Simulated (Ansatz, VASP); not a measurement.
# NiH4N: VASP beside Ansatz

```
Ni H N
1.0
     3.87037    0.00000    0.00000
     0.00000    3.87037    0.00000
     0.00000    0.00000    3.87037
Ni H N
1 4 1
Direct
  0.50000 0.50000 0.50000
  0.15723 0.15723 0.15723
  0.15723 0.84277 0.84277
  0.84277 0.84277 0.15723
  0.84277 0.15723 0.84277
  0.00000 0.00000 0.00000
```

Change from the starting cell: species swapped into the H4BrN type (P-43m, No. 215).

Alike in both runs: functional PBE; k mesh 10 × 10 × 10; occupations gaussian, width 0.1 eV; collinear spin.

Ansatz relaxed the structure, and its values are those at the end. VASP's run is a single point on that final structure, the one shown.

|  | VASP | Ansatz |
| --- | --- | --- |
| version | VASP 6.6.1 | Ansatz 0.2.0 |
| potentials or method | VASP PAW PBE potentials, release 64 (Ni, H, N) | scalar-relativistic, plane waves, PAW |
| plane-wave cutoff (eV) | 520 | 420 |
| valence electrons in the cell | 19 | 27 |

|  | VASP | Ansatz | Ansatz less VASP |
| --- | --- | --- | --- |
| gap on the k mesh at the Fermi level (eV) | none | none | - |
| pressure (GPa) | -0.2 | 0.0 | +0.18 |
| rms of the force components (eV/Å) | 0.002 | 0.004 | +0.0022 |
| net moment per atom (μB) | 0.16 | 0.16 | +0.001 |
| size of the moment on the site where the two differ most (μB) | 0.91 | 0.88 | -0.028 |

Site moments also hang on the region over which each program counts them. A gap of «none» marks a metal or a gap that the smearing closes. The two sets of potentials don't hold the same shells in valence.

Caveats: a cell with one magnetic atom can't hold antiferromagnetic order, which such compounds often take.
